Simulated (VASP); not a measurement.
Given:

```
ZrC
1.0
    0.00000     2.32284     2.32284
    2.32284     0.00000     2.32284
    2.32284     2.32284     0.00000
Zr C
1 1
Direct
  0.00000   0.00000   0.00000
  0.50000   0.50000   0.50000
```

The numbers are results of LDA (Ceperley-Alder, Perdew-Zunger), VASP's LDA PAW potentials (set 64) (plane waves; VASP), not measurements. Settings: 620 eV cut-off, 14×14×14 Γ-centred mesh, first-order Methfessel-Paxton smearing of 0.10 eV, potentials Zr_sv C.

Task: The ions, cell shape and volume at an external pressure of 5.0 GPa are relaxed. Give the cell that the relaxation ends in.

Result: 
```
ZrC
1.0
    0.00000     2.30765     2.30765
    2.30765     0.00000     2.30765
    2.30765     2.30765     0.00000
Zr C
1 1
Direct
  0.00000   0.00000   0.00000
  0.50000   0.50000   0.50000
```
Space group Fm-3m (225), at a tolerance of 0.03 Å.

Task: How do energy and volume change from the first to the last step?

Result: The energy (σ→0) changes by +3.6 meV/atom and the volume by -1.9 %, in 3 ionic steps.

| step | E(σ→0) (eV) | max force (eV/Å) | pressure (GPa) | volume (Å³) |
|---|---|---|---|---|
| 1 | -21.2795 | 0.000 | -0.11 | 25.07 |
| 2 | -21.2123 | 0.000 | 16.02 | 23.64 |
| 3 | -21.2723 | 0.000 | 4.93 | 24.58 |

The compound is ZrC in the rock salt structure. This run relaxes it under an external pressure of 5 GPa. Symmetry was kept, so distortions that lower it aren't found.
